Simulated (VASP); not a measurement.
Here is the system:

```
CELL_PARAMETERS angstrom
      1.37246    -2.37717     0.00000
      1.37246     2.37717     0.00000
      0.00000     0.00000     4.39742
ATOMIC_POSITIONS crystal
  Tc 0.33333 0.66667 0.25000
  Tc 0.66667 0.33333 0.75000
```

Method: PBE GGA, VASP's PBE PAW potentials (set 64) (plane waves; VASP). Numerical set-up: 480 eV cut-off, 14×14×8 Γ-centred mesh, first-order Methfessel-Paxton smearing of 0.10 eV, potentials Tc_pv.

**Question.** The ions, cell shape and volume at an external pressure of 5.0 GPa are relaxed. Predict the relaxed structure.

**Answer.** 
```
CELL_PARAMETERS angstrom
      1.36657    -2.36697     0.00000
      1.36657     2.36697     0.00000
      0.00000     0.00000     4.37829
ATOMIC_POSITIONS crystal
  Tc 0.33333 0.66667 0.25000
  Tc 0.66667 0.33333 0.75000
```
Space group P6_3/mmc (194), at a tolerance of 0.03 Å.

**Question.** How do energy and volume change from the first to the last step?

**Answer.** The energy (σ→0) changes by +3.3 meV/atom and the volume by -1.3 %, in 3 ionic steps.

The compound is Tc in the hcp structure. This run relaxes it under an external pressure of 5 GPa. Symmetry was kept, so distortions that lower it aren't found.
